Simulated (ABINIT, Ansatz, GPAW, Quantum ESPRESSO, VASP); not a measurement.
# GaGe: 6 runs at one level of theory

```
Ge Ga
1.0
     0.00000    2.89784    2.89784
     2.89784    0.00000    2.89784
     2.89784    2.89784    0.00000
Ge Ga
1 1
Cartesian
  0.0000 0.0000 0.0000
  1.4489 1.4489 1.4489
```

The cell comes from a database or a generator and needn't be the stable form of this composition.

Alike in all runs: task single point; functional PBE; k mesh 8 × 8 × 8; occupations fermi-dirac, width 0.05 eV; no spin polarisation; no spin-orbit coupling. Pressure is positive in compression and, in plane waves, holds the error of the finite cutoff, which Ansatz's Pulay term estimates and takes out.

| program and potentials | plane-wave cutoff (eV) | notes | band gap (eV) | pressure (GPa) |
| --- | --- | --- | --- | --- |
| Quantum ESPRESSO, SSSP 1.3 efficiency PBE | 952 | 13.5 valence electrons an atom on average | no gap | 0.13 |
| VASP, PBE PAW files Ga_d, Ge_d, 520 eV | 520 | 13.5 valence electrons an atom on average | no gap | 0.28 |
| Ansatz, all-electron LAPW, scalar-relativistic | - | - | no gap | 0.24 |
| Ansatz, Ansatz PAW (earlier soft set) | 420 | 13.5 valence electrons an atom on average; Pulay term of +0.03 GPa included | no gap | 0.24 |
| ABINIT, JTH PAW PBE v2.0 | 599 | 13.5 valence electrons an atom on average | no gap | 0.01 |
| GPAW, GPAW PAW data sets (gpaw-data 1.2.1) | 600 | 3.5 valence electrons an atom on average | no gap | 0.81 |

None finds a gap. The pressure spans 0.01 (ABINIT, JTH PAW PBE v2.0) to 0.81 GPa (GPAW, GPAW PAW data sets (gpaw-data 1.2.1)), with all-electron results at 0.24.

The functional is the same throughout but for its coding, so the spread measures potentials, basis and numerics; runs on potential files found faulty are left out.
